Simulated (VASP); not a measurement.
An input for Quantum ESPRESSO's pw.x (written as the equivalent of a VASP run, and not itself run):

```
&CONTROL
  calculation = 'vc-relax'
  pseudo_dir = './pseudo'
  outdir = './out'
  tprnfor = .true.
  tstress = .true.
  nstep = 60
  forc_conv_thr = 0.00039
/
&SYSTEM
  ibrav = 0
  nat = 2
  ntyp = 2
  ecutwfc = 82
  occupations = 'smearing'
  smearing = 'gaussian'
  degauss = 0.003675
  input_dft = 'vdw-df-cx'
/
&ELECTRONS
  conv_thr = 7.3e-08
  electron_maxstep = 100
/
&IONS
/
&CELL
/
ATOMIC_SPECIES
  Ag 107.868 Ag.upf
  Cl 35.450 Cl.upf
CELL_PARAMETERS angstrom
    -0.0000000    2.7358462    2.7358462
     2.7358462   -0.0000000    2.7358462
     2.7358462    2.7358462    0.0000000
ATOMIC_POSITIONS crystal
  Ag   0.0000000  0.0000000  0.0000000
  Cl   0.5000000  0.5000000  0.5000000
K_POINTS automatic
  8 8 8 0 0 0
```

**Question.** Translate this input to VASP (INCAR, KPOINTS, POSCAR, choice of POTCAR).

**Answer.** Several could match; the one computed here: 
**POSCAR**
```
AgCl
1.0
  0.0000000000   2.7358461651   2.7358461651
  2.7358461651   0.0000000000   2.7358461651
  2.7358461651   2.7358461651   0.0000000000
Ag Cl
1 1
Cartesian
  0.0000000000   0.0000000000   0.0000000000
  2.7358461651   2.7358461651   2.7358461651
```

**KPOINTS**
```
kpoints
0
Gamma
8 8 8
0 0 0
```

INCAR:
```
AGGAC=0.0
ALGO=Normal
EDIFF=1E-6
EDIFFG=-0.01
ENCUT=520
GGA=CX
IBRION=2
ISIF=3
ISMEAR=0
LASPH=.TRUE.
LCHARG=.FALSE.
LMAXMIX=4
LREAL=.FALSE.
LUSE_VDW=.TRUE.
LWAVE=.FALSE.
NELM=100
NSW=60
PREC=Accurate
SIGMA=0.05
SYSTEM=AgCl
```

POTCAR, in this order: Ag Cl (PBE.64 set). Program: vasp_std.

The two are equivalent in intent, not identical: the potentials are each code's own (VASP's PAW set, PseudoDojo norm-conserving files in pw.x), so ENCUT and ecutwfc are chosen apart and not converted; conv_thr bounds pw.x's estimated SCF error, while EDIFF bounds the energy change between steps; forc_conv_thr acts on force components and is met together with etot_conv_thr.

The compound is AgCl in the rock salt structure. It was relaxed first. The start is the result of an earlier pass.
